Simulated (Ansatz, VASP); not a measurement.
# SiTe3 in VASP and in Ansatz

```xyz
4
Lattice="4.7073 0.0000 0.0000 0.0000 4.7073 0.0000 0.0000 0.0000 4.7073" Properties=species:S:1:pos:R:3 pbc="T T T"
Si    0.0000    0.0000    0.0000
Te    2.3537    0.0000    2.3537
Te    0.0000    2.3537    2.3537
Te    2.3537    2.3537    0.0000
```

Change from the starting cell: species swapped into the Sc3Al type (Pm-3m, No. 221).

Alike in both runs: functional PBE; k mesh 4 × 4 × 4; occupations gaussian, width 0.1 eV; no spin polarisation.

Ansatz relaxed the structure, and its values are those at the end. VASP's run is a single point on that final structure, the one shown.

```csv
,VASP,Ansatz
version,VASP 6.6.1,Ansatz 0.2.0
potentials or method,"VASP PAW PBE potentials, release 64 (Si, Te)","scalar-relativistic, plane waves, PAW"
plane-wave cutoff (eV),520,420
valence electrons in the cell,22,52
```

Ansatz gave:

```
gap on the k mesh at the Fermi level (eV) : none
pressure (GPa)                            : 0.0
```

Problem. Estimate VASP's values.

Solution. gap on the k mesh at the Fermi level (eV): none; pressure (GPa): -0.1.

A gap of «none» marks a metal or a gap that the smearing closes. The two sets of potentials don't hold the same shells in valence.

The runs have no spin-orbit coupling, so splittings on Te are missing.
